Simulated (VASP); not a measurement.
Given:

```
AgBr
1.0
    0.00000     2.97462     2.97462
    2.97462     0.00000     2.97462
    2.97462     2.97462     0.00000
Ag Br
1 1
Direct
  0.00000   0.00000   0.00000
  0.50000   0.50000   0.50000
```

Method: revPBE GGA, VASP's PBE PAW potentials (set 64) (plane waves; VASP). Numerical set-up: 520 eV cut-off, Gaussian smearing of 0.050 eV, potentials Ag Br.

Question: Give the energies of bands 2 to 11 at the high-symmetry points, in eV from the valence-band maximum.

Answer: 
```
band      Γ      X      U      L      W
----  -----  -----  -----  -----  -----
2     -2.37  -3.50  -3.48  -4.39  -3.53
3     -2.37  -2.57  -3.38  -3.52  -3.24
4     -2.37  -2.30  -3.19  -3.52  -3.24
5     -2.37  -2.30  -2.26  -2.14  -2.08
6     -2.37  -2.25  -2.10  -2.14  -2.06
7     -1.56  -2.06  -1.91  -1.85  -1.95
8     -1.56  -2.06  -1.73   0.00  -1.95
9     -1.56  -2.02  -0.98   0.00  -1.23
10     0.85   1.91   3.11   4.16   3.71
11    10.00   7.35   6.95   6.07   7.22
```

The gap is indirect, 0.85 eV, from the valence maximum at L to the conduction minimum at Γ.

The compound is AgBr in the rock salt structure. It was relaxed first, which changed the volume by +10 %.
